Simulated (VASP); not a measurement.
Given:

```
CELL_PARAMETERS angstrom
      1.25561    -2.17478     0.00000
      1.25561     2.17478     0.00000
      0.00000     0.00000     4.04707
ATOMIC_POSITIONS crystal
  Co 0.33333 0.66667 0.25000
  Co 0.66667 0.33333 0.75000
```
Starting moments (μB, in the order of the record's atoms Co Co): 1.6 1.6.

The numbers are results of optB88-vdW, VASP's PBE PAW potentials (set 64) (plane waves; VASP), not measurements. Numerical set-up: 520 eV cut-off, 17×17×9 Γ-centred mesh, first-order Methfessel-Paxton smearing of 0.10 eV, potentials Co.

Q: Give the stress tensor in GPa (positive for a compressed cell).

A: 
```
-6.18   0.00   0.00
 0.00  -6.18   0.00
 0.00   0.00  -6.34
```
The pressure is its mean diagonal, -6.23 GPa.

The compound is Co in the hcp structure. This cell is one point of a volume scan, at 1.03 of the reference volume.
